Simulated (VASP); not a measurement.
Consider the following.

```xyz
1
Lattice="0.0000 1.9000 1.9000 1.9000 0.0000 1.9000 1.9000 1.9000 0.0000" Properties=species:S:1:pos:R:3 pbc="T T T"
Rh     0.0000     0.0000     0.0000
```

The numbers are results of PBEsol GGA, VASP's PBE PAW potentials (set 64) (plane waves; VASP), not measurements. Numerical set-up: 400 eV cut-off, 15×15×15 Γ-centred mesh, first-order Methfessel-Paxton smearing of 0.10 eV, potentials Rh_pv.

Problem. The ions, cell shape and volume are relaxed. Give the cell that the relaxation ends in.

Solution. 
```xyz
1
Lattice="0.0000 1.8874 1.8874 1.8874 0.0000 1.8874 1.8874 1.8874 0.0000" Properties=species:S:1:pos:R:3 pbc="T T T"
Rh     3.7747     3.7747     3.7747
```
Space group Fm-3m (225), at a tolerance of 0.03 Å.

Problem. How do energy and volume change from the first to the last step?

Solution. The energy (σ→0) changes by -5.1 meV/atom and the volume by -2.0 %, in 4 ionic steps.

| step | E(σ→0) (eV) | max force (eV/Å) | pressure (GPa) | volume (Å³) |
|---|---|---|---|---|
| 1 | -8.1345 | 0.000 | -5.88 | 13.72 |
| 2 | -8.1000 | 0.000 | 19.05 | 12.74 |
| 3 | -8.1396 | 0.000 | -0.12 | 13.45 |
| 4 | -8.1396 | 0.000 | 0.05 | 13.45 |

The compound is Rh in the fcc structure. This run relaxes it. Symmetry was kept, so distortions that lower it aren't found.
